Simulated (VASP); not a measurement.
**W2CN with PBE + rVV10: from relaxation to properties**

What structure does W2CN take at this level, and what are its properties? The steps: rough relaxation of the start cell, relaxing cell and atoms (PBE + rVV10), single point with fields (PBE + rVV10), band structure (PBE + rVV10), total and projected DOS (PBE + rVV10), optical spectrum (PBE + rVV10) and band structure (HSE06). The cell is invented: it takes the structure of a Materials Project entry for Zr2CN (space group 166 there), with some of its atoms replaced by other elements, volume scaled by an estimate. It may not be a known or stable phase.

Program: VASP 6.6.1. Level of theory: PBE with rVV10, no spin polarisation; plane waves and PAW (W, N, C), in the first sound run; inputs show where later runs differ. Results are calculated unless marked as measured.

Report form: the programs' logs are mostly left out.

### 1. Set-up

Before any relaxation, the start is as follows. It takes space group R-3m (No. 166, trigonal). Conventional cell: a = 3.525 Å, b = 3.525 Å, c = 17.267 Å, α = 90.00°, β = 90.00°, γ = 120.00°. Nearest to W lie 3 C at 2.48 Å and 3 N at 2.50 Å. Nearest to N lie 6 W at 2.50 Å. Nearest to C lie 6 W at 2.48 Å. It derives from Zr2CN. it takes the structure of a Materials Project entry for Zr2CN (space group 166 there), with some of its atoms replaced by other elements, volume scaled by an estimate. Farther neighbours and most contacts between anions are not listed.

Structure file:

```cif
data_structure
_symmetry_space_group_name_H-M 'R-3m:H'
_symmetry_Int_Tables_number 166
_cell_length_a 3.5246
_cell_length_b 3.5246
_cell_length_c 17.2672
_cell_angle_alpha 90.000
_cell_angle_beta 90.000
_cell_angle_gamma 120.000
_cell_volume 185.76
loop_
_atom_site_label
_atom_site_type_symbol
_atom_site_symmetry_multiplicity
_atom_site_Wyckoff_symbol
_atom_site_fract_x
_atom_site_fract_y
_atom_site_fract_z
_atom_site_occupancy
W1 W 6 c 0.00000 0.00000 0.74907 1
N1 N 3 b 0.66667 0.33333 0.83333 1
C1 C 3 a 0.00000 0.00000 0.00000 1
```

### 2. Rough relaxation of the start cell

The start is only an estimate, so a cheap relaxation brings it near a minimum before any careful run. PBE, the usual starting point, adds the gradient of the density. LUSE_VDW switches on a nonlocal correlation term for dispersion.

Input file INCAR:

```
SYSTEM = W2CN
PREC = Normal
ENCUT = 520
EDIFF = 1E-05
NELM = 60
ISMEAR = -1
SIGMA = 0.05
LREAL = .FALSE.
ALGO = Fast
GGA = PE
LUSE_VDW = .TRUE.
IVDW_NL = 2
BPARAM = 10
CPARAM = 0.0093
LASPH = .TRUE.
NBANDS = 16
LORBIT = 11
LWAVE = .FALSE.
LCHARG = .FALSE.
KPAR = 2
IBRION = 2
NSW = 40
ISIF = 3
EDIFFG = -0.04
```

Input file POSCAR:

```
W2CN
1.0
    1.7622830000      1.0174550000      5.7557280000
   -1.7622830000      1.0174550000      5.7557280000
    0.0000000000     -2.0349090000      5.7557280000
W N C
2 1 1
Direct
    0.7490672600      0.7490672600      0.7490672600
    0.2509327400      0.2509327400      0.2509327400
    0.5000000000      0.5000000000      0.5000000000
    0.0000000000      0.0000000000      0.0000000000
```

Input file KPOINTS:

```
Automatic mesh
0
Gamma
5 5 5
0 0 0
```

PAW data sets: W, N and C (PBE family, release 64).

Command:

```
> mpirun -np 2 vasp_std
```

The job ended after 16 min (2 MPI ranks of Intel Xeon 6975P-C (Granite Rapids), shared host; peak memory 0.76 GiB; 31 min of CPU time).

This run has no spin polarisation, although W can carry a moment. Its electron count is odd, so without a moment it is a metal by construction. The k-mesh is coarse for a metal. This relaxation is a rough one on cheap settings, only to bring the start near its minimum. After so large a change of volume the plane waves of the start cell no longer fit, so the final stress carries a basis-set error. The data set W keeps the semicore shell frozen, which is cheaper and a little less accurate. The run keeps the 12 symmetry operations of its start, so it cannot find a distortion of lower symmetry.

The steps of the relaxation (22 of 24):

```tsv
step	energy less that of the first step (eV)	largest force (eV/Å)	pressure (GPa)	volume (Å³)
1	0.0000	1.1554	-59.48	61.92
2	20.5318	6.0033	763.52	23.38
3	-3.0026	1.1686	-53.54	53.52
4	-4.5717	1.1187	-40.69	48.33
5	-5.3967	0.6276	27.04	39.01
6	-5.5794	0.8677	-4.80	42.06
8	-5.5867	0.8072	3.37	41.15
9	-5.6237	0.2944	-6.14	42.31
10	-5.6247	0.3702	-4.91	42.15
11	-5.6482	0.2048	0.06	41.72
12	-5.6482	0.2004	-0.04	41.72
13	-5.6558	0.1995	0.24	41.67
14	-5.6786	0.2981	1.36	41.50
15	-5.7523	0.2761	3.89	41.11
16	-5.6472	0.4885	12.40	40.12
17	-5.7596	0.0417	5.58	40.87
19	-5.7645	0.0662	3.92	41.04
20	-5.7661	0.1512	2.52	41.17
21	-5.7662	0.1688	2.24	41.20
22	-5.7676	0.1376	1.75	41.26
23	-5.7699	0.0441	0.30	41.43
24	-5.7700	0.0105	-0.15	41.49
```

```tsv
cell as run	before	after	change
a (Å)	6.105	5.797	-5.0 %
b (Å)	6.105	5.797	-5.0 %
c (Å)	6.105	5.797	-5.0 %
α (°)	33.56	29.38	-12.5 %
β (°)	33.56	29.38	-12.5 %
γ (°)	33.56	29.38	-12.5 %
volume (Å³/atom)	15.48	10.37	-33.0 %
```

The atoms that moved most (Å, as changes of fractional coordinates times the final cell):

```tsv
atom	dx	dy	dz	length
W1	0.000	0.000	-0.040	0.040
W2	0.000	0.000	0.040	0.040
```

The relaxed structure:

```xyz
4
Lattice="1.4700 0.8487 5.5431 -1.4700 0.8487 5.5431 0.0000 -1.6974 5.5431" Properties=species:S:1:pos:R:3 pbc="T T T"
W     0.0000    0.0000   12.4160
W     0.0000    0.0000    4.2133
N     0.0000    0.0000    8.3146
C     0.0000    0.0000    0.0000
```

Numbers from this step:

- electrons: 21
- bands: 16
- irreducible k-points: 19
- symmetry operations: 12
- free energy (TOTEN): -42.25 eV
- energy at zero smearing: -42.24 eV
- Fermi energy: 9.608 eV
- pressure: -0.1479 GPa
- metallic: yes
- SCF cycles over all ionic steps: 170

It ends with a largest force of 0.010 eV/Å and a pressure of -0.15 GPa.

### 3. Relaxing cell and atoms (PBE + rVV10)

Properties are meant for the cell that this level of theory prefers, so cell and atoms are relaxed first (ISIF = 3) until forces and stress are small; EDIFFG sets the threshold.

Input file INCAR:

```
SYSTEM = W2CN
PREC = Accurate
ENCUT = 520
EDIFF = 1E-06
NELM = 100
ISMEAR = -1
SIGMA = 0.05
LREAL = .FALSE.
ALGO = Normal
GGA = PE
LUSE_VDW = .TRUE.
IVDW_NL = 2
BPARAM = 10
CPARAM = 0.0093
LASPH = .TRUE.
NBANDS = 16
LORBIT = 11
LWAVE = .FALSE.
LCHARG = .FALSE.
KPAR = 2
IBRION = 2
NSW = 60
ISIF = 3
EDIFFG = -0.01
```

Input file POSCAR:

```
W2CN
1.0
    1.4699564088      0.8486800476      5.5430716500
   -1.4699564088      0.8486800476      5.5430716500
    0.0000000000     -1.6973593013      5.5430716603
W N C
2 1 1
Direct
    0.7466350966      0.7466350966      0.7466350959
    0.2533649034      0.2533649034      0.2533649041
    0.5000000000      0.5000000000      0.5000000000
    0.0000000000      0.0000000000      0.0000000000
```

Input file KPOINTS:

```
Automatic mesh
0
Gamma
9 9 9
0 0 0
```

Command:

```
> mpirun -np 2 vasp_std
```

Run time: 15 min. Hardware: 2 MPI ranks; peak memory 1.4 GiB; 30 min of CPU time.

Step by step:

```tsv
step	energy less that of the first step (eV)	largest force (eV/Å)	pressure (GPa)	volume (Å³)
1	0.0000	0.0110	0.32	41.49
2	-0.0053	0.0211	-0.85	41.61
3	-0.0091	0.0876	-2.87	41.83
4	-0.0106	0.1013	-2.40	41.77
5	-0.0118	0.1207	-1.60	41.67
6	-0.0119	0.1258	-1.35	41.64
7	-0.0126	0.1120	-0.91	41.59
8	-0.0133	0.0864	-0.08	41.50
9	-0.0134	0.0750	0.25	41.46
10	-0.0135	0.0551	0.14	41.47
11	-0.0136	0.0077	-0.15	41.49
12	-0.0136	0.0032	-0.05	41.48
```

```tsv
conventional cell, symmetrised	before	after	change
a (Å)	2.940	2.905	-1.2 %
b (Å)	2.940	2.905	-1.2 %
c (Å)	16.629	17.020	+2.4 %
volume (Å³/atom)	10.37	10.37	-0.0 %
```

The relaxed structure:

```xyz
4
Lattice="1.4527 0.8387 5.6734 -1.4527 0.8387 5.6734 0.0000 -1.6775 5.6734" Properties=species:S:1:pos:R:3 pbc="T T T"
W     0.0000    0.0000   12.7123
W     0.0000    0.0000    4.3078
N     0.0000    0.0000    8.5101
C     0.0000    0.0000    0.0000
```

Numbers from this step:

```yaml
irreducible_k_points: 85
free_energy_toten: -42.14 eV
energy_at_zero_smearing: -42.13 eV
fermi_energy: 9.566 eV
pressure: -0.05013 GPa
scf_cycles_over_all_ionic_steps: 66
```

It ends with a largest force of 0.003 eV/Å and a pressure of -0.05 GPa.

### 4. Single point with fields (PBE + rVV10)

The relaxed cell gets a fresh self-consistent run, on a basis set for its own volume, to fix the density and to check the remaining stress.

INCAR: that of step 3 with these lines changed.

```diff
@@ -18,7 +18,5 @@
 LWAVE = .FALSE.
-LCHARG = .FALSE.
-KPAR = 2
-IBRION = 2
-NSW = 60
-ISIF = 3
-EDIFFG = -0.01
+LCHARG = .TRUE.
+ISIF = 2
+LELF = .TRUE.
+LVHAR = .TRUE.
```

Input file POSCAR:

```
W2CN
1.0
    1.4527387960      0.8387394557      5.6733830770
   -1.4527387960      0.8387394557      5.6733830770
    0.0000000000     -1.6774781074      5.6733830846
W N C
2 1 1
Direct
    0.7468982251      0.7468982251      0.7468982244
    0.2531017749      0.2531017749      0.2531017756
    0.5000000000      0.5000000000      0.5000000000
    0.0000000000      0.0000000000      0.0000000000
```

KPOINTS is that of step 3.

Command:

```
> mpirun -np 2 vasp_std
```

Run time: 92 s. Hardware: 2 MPI ranks; peak memory 0.87 GiB.

Numbers from this step:

```
SCF cycles : 14
pressure   : -0.03194 GPa
```

Valence electrons inside each PAW sphere by angular momentum. Sphere charges, by row:

```tsv
atom	s (e)	p (e)	d (e)	tot (e)
W1	0.563	0.722	4.319	5.604
W2	0.563	0.722	4.319	5.604
N3	1.232	2.476	0	3.709
C4	0.86	1.607	0	2.467
```

Valence density in the ac plane of the cell as run, not the conventional one, at fractional y = 0.000, with atoms of C within 0.2 Å of it. It is the smooth field of the valence electrons, not physical close to the nuclei.

Values in e/Å³, 15 rows by 16 columns, each cell a mean:
```
1.6 1.6 1.2 0.6 0.4 0.3 0.3 0.2 0.2 0.2 0.2 0.2 0.3 0.4 0.6 1.3
1.2 1.6 1.6 1.1 0.6 0.4 0.4 0.4 0.3 0.2 0.2 0.2 0.2 0.2 0.3 0.6
0.5 1.0 1.3 1.2 0.8 0.5 0.5 0.5 0.5 0.3 0.3 0.2 0.2 0.2 0.2 0.3
0.4 0.5 0.7 0.9 0.8 0.6 0.5 0.5 0.6 0.5 0.4 0.3 0.2 0.2 0.2 0.3
0.3 0.4 0.5 0.6 0.6 0.5 0.4 0.4 0.6 0.6 0.5 0.4 0.3 0.2 0.2 0.2
0.2 0.4 0.5 0.5 0.5 0.4 0.4 0.3 0.4 0.6 0.6 0.5 0.4 0.3 0.2 0.2
0.2 0.3 0.4 0.5 0.5 0.4 0.3 0.3 0.3 0.4 0.6 0.6 0.5 0.4 0.2 0.2
0.2 0.2 0.3 0.5 0.6 0.6 0.4 0.3 0.3 0.3 0.4 0.5 0.6 0.5 0.3 0.2
0.2 0.2 0.3 0.4 0.5 0.6 0.6 0.4 0.3 0.3 0.4 0.4 0.5 0.5 0.4 0.3
0.2 0.2 0.2 0.3 0.4 0.5 0.6 0.6 0.4 0.4 0.4 0.5 0.5 0.5 0.4 0.3
0.3 0.2 0.2 0.2 0.3 0.4 0.5 0.6 0.6 0.5 0.5 0.6 0.7 0.6 0.5 0.4
0.3 0.2 0.2 0.2 0.2 0.3 0.4 0.5 0.6 0.5 0.5 0.7 1.0 1.1 0.9 0.5
0.6 0.3 0.2 0.2 0.2 0.2 0.2 0.3 0.4 0.5 0.5 0.5 0.9 1.4 1.5 1.1
1.3 0.6 0.4 0.3 0.2 0.2 0.2 0.2 0.3 0.3 0.4 0.4 0.6 1.1 1.6 1.6
1.5 1.3 0.7 0.4 0.3 0.2 0.2 0.2 0.2 0.2 0.3 0.3 0.4 0.6 1.3 1.5
```
Columns run along a (5.9 Å), rows up along c (5.9 Å). Atoms in or near the plane, at fractional coordinates: C at (0.00, 0.00).

ELF in the ac plane of the cell as run, not the conventional one, at fractional y = 0.000, with atoms of C within 0.2 Å of it. It is the smooth field of the valence electrons, not physical close to the nuclei.

Ten even steps from '0' (0.05) to '9' (0.77), each cell a mean:
```
1287432111123588
8569632111112357
7999952111211234
3589973100122123
2346885210012111
1222455311001211
1121123321100111
1111011232211111
1111001124432221
1112100124675322
2112210012699743
4321221012489996
7532111112259879
8853211112237943
1884321111234781
```
Columns run along a (5.9 Å), rows up along c (5.9 Å). Atoms in or near the plane, at fractional coordinates: C at (0.00, 0.00).

Electrostatic potential energy in the ac plane of the cell as run, not the conventional one, at fractional y = 0.000, with atoms of C within 0.2 Å of it. With pseudopotentials it is smooth inside the atoms' cores, unlike the true potential.

Ten even steps from '_' (-42 eV) to '@' (0 eV), each cell a mean:
```
--::--%%%%####%%@@@@@@@@@@@@%%--
==____++%%##****%%@@@@@@@@@@@@@@
%%**::--####**++**##@@@@@@@@@@@@
%%%%%%##%%%%##++==++**%%@@@@@@@@
%%####%%%%@@%%##++====**%%@@@@@@
%%##****##@@@@%%**======**%%@@@@
@@%%**++++##%%@@%%**++==++##%%@@
@@@@##++==++**%%@@%%##++++++##@@
@@@@%%**++====**%%@@@@##******%%
@@@@@@%%**======**%%@@@@%%######
%%@@@@@@%%**++==++##%%%%%%%%%%%%
@@@@@@@@@@%%##++++**##%%**++##%%
%%@@@@@@@@@@@@##******%%##..__==
--%%@@@@@@@@@@@@%%######%%==__..
==--%%@@%%%%@@@@@@@@%%%%%%%%--==
```
Columns run along a (5.9 Å; values clipped at the 3rd and 97th percentile), rows up along c (5.9 Å). Atoms in or near the plane, at fractional coordinates: C at (0.00, 0.00).

In this run the pressure is -0.03 GPa, small enough to go on.

### 5. Band structure (PBE + rVV10)

The mesh alone shows little of the dispersion and can miss band extrema, so KPOINTS_OPT adds a path through the symmetry points after the self-consistent cycle.

INCAR: that of step 4 with these lines changed.

```diff
@@ -15,8 +15,6 @@
 LASPH = .TRUE.
-NBANDS = 16
+NBANDS = 24
 LORBIT = 11
 LWAVE = .FALSE.
-LCHARG = .TRUE.
-ISIF = 2
-LELF = .TRUE.
-LVHAR = .TRUE.
+LCHARG = .FALSE.
+KPAR = 2
```

POSCAR is that of step 4.

KPOINTS is that of step 4.

Input file KPOINTS_OPT:

```
Line mode
16
Line-mode
Reciprocal
  0.00000000   0.00000000   0.00000000 GAMMA
  0.50000000   0.00000000   0.00000000 L

  0.50000000   0.00000000   0.00000000 L
  0.50000000   0.18123730  -0.18123730 B1

  0.81876270   0.50000000   0.18123730 B
  0.50000000   0.50000000   0.50000000 Z

  0.50000000   0.50000000   0.50000000 Z
  0.00000000   0.00000000   0.00000000 GAMMA

  0.00000000   0.00000000   0.00000000 GAMMA
  0.34061865   0.00000000  -0.34061865 X

  0.65938135   0.34061865   0.00000000 Q
  0.50000000   0.50000000   0.00000000 F

  0.50000000   0.50000000   0.00000000 F
  0.65938135   0.65938135   0.18123730 P1

  0.65938135   0.65938135   0.18123730 P1
  0.50000000   0.50000000   0.50000000 Z

  0.50000000   0.00000000   0.00000000 L
  0.81876270   0.34061865   0.34061865 P
```

Command:

```
> mpirun -np 2 vasp_std
```

Wall time 3.6 min (2 MPI ranks); peak memory 1.5 GiB; 7.1 min of CPU time.

Spin-orbit coupling is off here; with elements this heavy it splits and shifts levels by tenths of an eV or more.

Numbers from this step:

- bands: 24
- pressure: -0.02993 GPa

Electronic bands along the path, in eV, zero at the Fermi level; # counts the bands kept:

```tsv
point	#5	#6	#7	#8	#9	#10	#11	#12
Γ	-3.19	-2.05	-2.05	-1.54	-1.54	-0.13	-0.13	0.71
0.53 of the way	-5.06	-3.79	-3.52	-1.06	-0.12	0.31	0.89	1.66
L	-5.09	-4.47	-3.39	-2.02	2.90	2.96	3.25	3.35
0.53 of the way	-6.03	-5.83	-1.31	-0.50	1.20	1.58	2.09	2.48
B1	-6.25	-5.91	-0.74	-0.48	0.62	1.10	1.79	1.90
jump to B	-6.25	-5.91	-0.74	-0.48	0.62	1.10	1.79	1.90
0.53 of the way	-4.98	-4.54	-2.01	-1.80	-0.18	0.08	1.52	1.75
Z	-4.31	-4.31	-1.55	-0.78	-0.78	-0.08	-0.08	0.00
0.47 of the way	-3.31	-3.31	-2.12	-1.10	-1.10	0.30	0.30	0.49
Γ	-3.19	-2.05	-2.05	-1.54	-1.54	-0.13	-0.13	0.71
0.47 of the way	-5.15	-4.66	-2.48	-0.70	-0.27	0.41	0.73	1.76
X	-6.28	-5.88	-0.83	-0.11	0.47	1.48	1.53	1.69
jump to Q	-6.28	-5.88	-0.83	-0.11	0.47	1.48	1.53	1.69
0.47 of the way	-5.91	-4.99	-2.53	-0.43	0.86	1.83	1.88	3.00
F	-5.70	-3.83	-2.51	-0.73	0.87	1.72	2.76	3.20
0.47 of the way	-5.68	-3.83	-2.61	-0.78	0.99	1.80	2.75	3.19
P1	-5.67	-3.84	-2.92	-0.96	1.37	2.05	2.72	3.16
0.47 of the way	-5.36	-3.33	-3.15	-0.58	0.01	0.23	0.77	1.09
Z	-4.31	-4.31	-1.55	-0.78	-0.78	-0.08	-0.08	0.00
jump to L	-5.09	-4.47	-3.39	-2.02	2.90	2.96	3.25	3.35
0.47 of the way	-5.49	-3.88	-3.60	-1.65	2.71	2.73	2.83	3.12
P	-5.67	-3.84	-2.92	-0.96	1.37	2.05	2.72	3.16
```

Of the projections kept (W, N, C), the largest for each band there; the rest of the weight can lie on other orbitals:

```tsv
point	#5	#6	#7	#8	#9	#10	#11	#12
Γ	N 0.53	W 1.00	W 1.00	N 0.55	N 0.55	W 1.00	W 1.00	W 0.93
L	N 0.53	W 0.66	W 0.78	W 0.81	W 0.98	W 0.96	W 0.86	W 0.90
B1	W 0.67	W 0.70	W 0.84	W 0.87	W 0.90	W 0.91	W 0.88	W 0.83
B	W 0.67	W 0.70	W 0.84	W 0.87	W 0.90	W 0.91	W 0.88	W 0.83
Z	W 0.75	W 0.75	W 0.71	W 0.92	W 0.92	W 0.95	W 0.95	W 0.74
Γ	N 0.53	W 1.00	W 1.00	N 0.55	N 0.55	W 1.00	W 1.00	W 0.93
```

There is no gap at this level.

### 6. Total and projected DOS (PBE + rVV10)

A density of states needs more k-points than a total energy; ISMEAR = -5 takes tetrahedra, and LORBIT projects the states on the PAW spheres. The mesh is finer than in the run before.

INCAR: that of step 5 with these lines changed.

```diff
@@ -5,3 +5,3 @@
 NELM = 100
-ISMEAR = -1
+ISMEAR = -5
 SIGMA = 0.05
@@ -20 +20,2 @@
 KPAR = 2
+NEDOS = 2001
```

POSCAR is that of step 5.

Input file KPOINTS:

```
Automatic mesh
0
Gamma
13 13 13
0 0 0
```

Command:

```
> mpirun -np 2 vasp_std
```

Run time: 4.2 min. Hardware: 2 MPI ranks; peak memory 1.6 GiB; 8.4 min of CPU time.

With tetrahedra the forces and stress of a metal are not exact derivatives of the energy.

This step gave:

```yaml
irreducible_k_points: 231
free_energy_toten: -42.15 eV
pressure: -0.1538 GPa
dos_at_the_fermi_level: 1.846 states/eV/cell
```

The density of states has structure finer than the step of the table below, so its rows give means over 1 eV, whole bins alone (the curve runs from -12.0 to 5.46 eV). Peaks (eV: height): total -7.3: 3.83, -5.9: 5.32, 0.5: 3.17, 1.9: 3.30; W d -5.7: 2.44, 0.5: 2.36, 1.1: 2.33, 1.9: 2.58; N p -7.3: 0.909, -6.9: 0.439, -6.0: 0.757, -2.6: 0.270; C p -7.4: 0.239, -6.1: 0.687, -5.9: 0.69, -2.6: 0.212; W p -7.4: 0.286, -6.1: 0.793.

States under -12.0 eV and over 5.5 eV are left out. The density of states by energy, zero at the Fermi level; means over each step; 7 of 8 lines; values in states/eV/cell:

```tsv
energy (eV)	total	W d	N p	C p	W p	W s	N s
-11	0	0	0	0	0	0	0
-10	0.0533	0.0130	0.00678	0.00408	0.00116	0.0189	2.2e-4
-9	0.676	0.197	0.103	0.0516	0.0244	0.158	0.00413
-8	1.81	0.594	0.345	0.132	0.102	0.272	0.0112
-7	2.09	0.778	0.431	0.173	0.183	0.132	0.00900
-6	4.05	1.70	0.576	0.483	0.486	0.0496	0.00840
-5	2.23	1.05	0.406	0.246	0.127	0.0136	0.00345
-4	0.985	0.464	0.120	0.153	0.0652	0.00529	0.00139
-3	0.984	0.463	0.147	0.115	0.0504	0.0175	0.00367
-2	1.11	0.644	0.122	0.0861	0.0355	0.0301	0.00684
-1	2.10	1.48	0.159	0.111	0.0436	0.0398	0.00929
0	2.06	1.55	0.103	0.0935	0.0381	0.0380	0.0196
1	2.72	2.07	0.148	0.112	0.0636	0.0565	0.0233
2	2.79	2.14	0.164	0.0850	0.0697	0.0767	0.0394
3	2.48	1.85	0.171	0.100	0.0680	0.0753	0.0397
4	1.10	0.657	0.0731	0.0680	0.0670	0.0759	0.0355
```

Force by atom:

```tsv
atom	x (eV/Å)	y (eV/Å)	z (eV/Å)	size
W1	0.0000	0.0000	-0.0680	0.0680
W2	0.0000	0.0000	0.0680	0.0680
N3	0.0000	0.0000	0.0000	0.0000
C4	0.0000	0.0000	0.0000	0.0000
```

The finer mesh and the other smearing move the Fermi level by -0.00 eV from the 9×9×9 run, a small shift, which tests the Fermi level alone. Of the states within 0.3 eV of the Fermi level, the largest shares in the PAW spheres are W d 76 %. The rest lies in smaller channels or between the spheres.

### 7. Optical spectrum (PBE + rVV10)

LOPTICS sums transitions from filled to empty bands. NBANDS is raised for it.

INCAR: that of step 6 with these lines changed.

```diff
@@ -5,3 +5,3 @@
 NELM = 100
-ISMEAR = -5
+ISMEAR = -1
 SIGMA = 0.05
@@ -15,3 +15,3 @@
 LASPH = .TRUE.
-NBANDS = 24
+NBANDS = 42
 LORBIT = 11
@@ -20,2 +20,4 @@
 KPAR = 2
-NEDOS = 2001
+LOPTICS = .TRUE.
+NEDOS = 1500
+CSHIFT = 0.1
```

POSCAR is that of step 6.

KPOINTS is that of step 6.

Command:

```
> mpirun -np 2 vasp_std
```

Run time: 6 min. Hardware: 2 MPI ranks; peak memory 2 GiB; 12 min of CPU time.

[end of part 1 of 2]

[Lines on the potential files, build, host, timing and source positions are cut from VASP's logs without a mark.]

[Logs are printed without paths, hosts, clocks, repeated set-up lines and the standing remarks that a program may print on its own settings, such as how far it seeks lower states.]

[Hosts, paths, dates, database ids (printed as entryN), source tags and the programs' standing remarks are cut or masked in the printed files.]

[A measured line is paired with the nearest computed mode of its activity, which favours agreement.]
